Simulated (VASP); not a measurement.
A VASP calculation is set up with these files.

### POSCAR
```
InP
1
    0.0000000000     2.9350000000     2.9350000000
    2.9350000000     0.0000000000     2.9350000000
    2.9350000000     2.9350000000     0.0000000000
In P
1 1
Direct
  0.0000000000   0.0000000000   0.0000000000
  0.2500000000   0.2500000000   0.2500000000
```

KPOINTS:
```
Automatic mesh
0
Gamma
7 7 7
0 0 0
```

### INCAR
```
SYSTEM = InP
PREC = Accurate
ENCUT = 300
EDIFF = 1E-6
NELM = 100
ALGO = Normal
LREAL = .FALSE.
LASPH = .TRUE.
ISMEAR = -1
SIGMA = 0.02
GGA = PE
LMAXMIX = 4
LWAVE = .FALSE.
LCHARG = .FALSE.
ISIF = 2
LSORBIT = .TRUE.
LNONCOLLINEAR = .TRUE.
MAGMOM = 0.0 0.0 0.0 0.0 0.0 0.0
GGA_COMPAT = .FALSE.
LORBIT = 11
```

POTCAR, in this order: In_d P (PBE.64 set). Program: vasp_ncl.

Question: Translate this PBE+SOC calculation to Ansatz.

Answer: One equivalent input (not run):
Ansatz 0.2 input:
```yaml
crystal:
  lattice:
    - [0.0000000, 2.9350000, 2.9350000]
    - [2.9350000, 0.0000000, 2.9350000]
    - [2.9350000, 2.9350000, 0.0000000]
  atoms:
    - { symbol: In, position: [0.0000000, 0.0000000, 0.0000000] }
    - { symbol: P, position: [0.2500000, 0.2500000, 0.2500000] }
kpoints:
  mp_grid: { grid: [7, 7, 7] }
hamiltonian:
  xc: pbe
  pseudopotentials: { kind: paw }
magnetization: { noncollinear: true, spin_orbit: true }
scf:
  occupations: { method: fermi_dirac, width: 0.02 }
  max_iter: 100
output: { forces: true, stress: true, eigenvalues: true }
```
The two are equivalent in intent, not identical: each code has its own PAW files, so the cut-off isn't converted (ENCUT is set for VASP's; basis.ecutwfc is left out, and Ansatz then takes the one that its files recommend); Ansatz stops its SCF on the density residual and VASP on the energy change (EDIFF).

The structure is a typed InP crystal (F-43m). The cell was not relaxed at this level. The run is one of a series of settings (GGA_COMPAT = .FALSE., LNONCOLLINEAR = .TRUE., LSORBIT = .TRUE., MAGMOM = 0.0 0.0 0.0 0.0 0.0 0.0, program vasp_ncl against the base run), some of them coarse on purpose.
